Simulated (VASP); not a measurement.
An input for Ansatz (written as the equivalent of a VASP run, and not itself run):

Ansatz 0.2 input:
```yaml
crystal:
  lattice:
    - [2.9100000, 0.0000000, 0.0000000]
    - [0.0000000, 2.9100000, 0.0000000]
    - [0.0000000, 0.0000000, 2.9100000]
  atoms:
    - { symbol: Al, position: [0.5000000, 0.5000000, 0.5000000] }
    - { symbol: Fe, position: [0.0000000, 0.0000000, 0.0000000] }
kpoints:
  mp_grid: { grid: [2, 2, 2] }
hamiltonian:
  xc: hse06
  pseudopotentials: { kind: paw }
scf:
  occupations: { method: methfessel_paxton, width: 0.1 }
  max_iter: 100
output: { forces: true, stress: true, eigenvalues: true }
```

Q: Write the VASP files for the same calculation (HSE06).

A: Several could match; the one computed here: 
File POSCAR:
```
FeAl
2.910
  1.0000000000   0.0000000000   0.0000000000
  0.0000000000   1.0000000000   0.0000000000
  0.0000000000   0.0000000000   1.0000000000
Al Fe
1 1
direct
  0.5000000000   0.5000000000   0.5000000000
  0.0000000000   0.0000000000   0.0000000000
```

INCAR:
```
SYSTEM = FeAl
PREC = Accurate
ENCUT = 400
EDIFF = 1E-6
NELM = 100
ALGO = Normal
LREAL = .FALSE.
LASPH = .TRUE.
ISMEAR = 1
SIGMA = 0.1
GGA = PE
LMAXMIX = 4
LWAVE = .FALSE.
LCHARG = .FALSE.
ISIF = 2
HFSCREEN = 0.2
AEXX = 0.25
LHFCALC = .TRUE.
PRECFOCK = Fast
ISYM = 3
```

KPOINTS:
```
Regular mesh
0
G
  2 2 2
```

POTCAR, in this order: Al Fe (PBE.64 set). Program: vasp_std.

The two are equivalent in intent, not identical: each code has its own PAW files, so the cut-off isn't converted (ENCUT is set for VASP's; basis.ecutwfc is left out, and Ansatz then takes the one that its files recommend); Ansatz stops its SCF on the density residual and VASP on the energy change (EDIFF); Ansatz's hse06 screens at 0.11 per bohr (0.208 per Å), slightly more than HFSCREEN = 0.2.

The compound is FeAl in the CsCl type structure. The cell was not relaxed at this level. The k-mesh is coarse (spacing up to 1.08 per Å, 2π included), so the numbers may not be converged in it.
